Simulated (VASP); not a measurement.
Wanted: the native input for a VASP 6.6.1 run.

```yaml
Task: electrostatic potential
Functional: PBEsol
Potentials_or_basis: VASP PAW PBE potentials, release 64 (Al)
Cutoff: 520 eV
k_mesh: 18 × 18 × 18
Occupations: methfessel-paxton, width 0.1 eV
Spin: no spin polarisation
Further_INCAR_settings: ALGO = Normal; EDIFF = 1e-06
```

The structure of Al lies in POSCAR:

```
Al                                      
1.0
   -0.0000000000      2.0077919280      2.0077919280
    2.0077919280     -0.0000000000      2.0077919280
    2.0077919280      2.0077919280     -0.0000000000
  Al            
     1
Direct
     1.0000000000000000    0.0000000000000000    1.0000000000000000
```

The cell was built by a generator and needn't be a form met in nature.

One way to write it, as run:

INCAR

```
PREC = Accurate
ENCUT = 520
EDIFF = 1E-6
ISMEAR = 1
SIGMA = 0.1
LREAL = F
LASPH = T
NELM = 80
ALGO = Normal
ISIF = 2
LWAVE = F
LCHARG = T
GGA = PS
LVHAR = T
```

KPOINTS

```
Automatic mesh
0
Gamma
  18 18 18
```

Potentials or basis: VASP PAW PBE potentials, release 64 (Al).

The run is started by

```bash
$ cat potpaw_PBE.64/Al/POTCAR > POTCAR
$ mpirun -np 1 vasp_std > vasp.out
```

It gave:

The pressure is 0.0 GPa and the band gap on the k mesh is none (metal or under the smearing width).

Caveat: the PAW data sets were made with another functional, which shifts forces and pressure a little.

It took 11 s on 1 thread of AMD EPYC 9R14 (Zen 4), with other jobs on the host, peak memory 0.1 GiB.
